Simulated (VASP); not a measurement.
A convergence study with VASP on RbBr (rock salt): one setting is varied, all else stays as given below, so the limit is that of these other settings. Each run relaxes cell and ions from the cell shown.

```xyz
2
Lattice="0.0000 3.4450 3.4450 3.4450 0.0000 3.4450 3.4450 3.4450 0.0000" Properties=species:S:1:pos:R:3 pbc="T T T"
Rb     0.0000     0.0000     0.0000
Br     3.4450     3.4450     3.4450
```

Calculation: PBE GGA, VASP's PBE PAW potentials (set 64) (plane waves; VASP 6.6.1). The tightest run used: 550 eV cut-off, 11×11×11 Γ-centred mesh, Gaussian smearing of 0.050 eV, potentials Rb_sv Br.

Gaps are read on the run's mesh, which can miss a band edge.

| setting | relaxed volume (Å³/atom) | E (eV/atom) | gap on the mesh (eV) | irreducible k-points |
|---|---|---|---|---|
| 2×2×2 mesh | 44.206 | -3.0297 | 4.106 | 3 |
| 3×3×3 mesh | 43.344 | -3.0565 | 4.179 | 4 |
| 4×4×4 mesh | 43.293 | -3.0577 | 4.184 | 8 |

Q: These are the cheaper rows. Estimate the results at 11×11×11 mesh, and how far the last row shown lies from them.

A: 
```tsv
quantity	tightest run	last row shown is off by
relaxed volume (Å³/atom)	43.288	0.005
E (eV/atom)	-3.0577	0.0001
gap on the mesh (eV)	4.184	-0.001
```

Left out are rungs that failed or repeat a setting and relaxations that didn't move; long series are thinned to 24 rows.

The compound is RbBr in the rock salt structure.
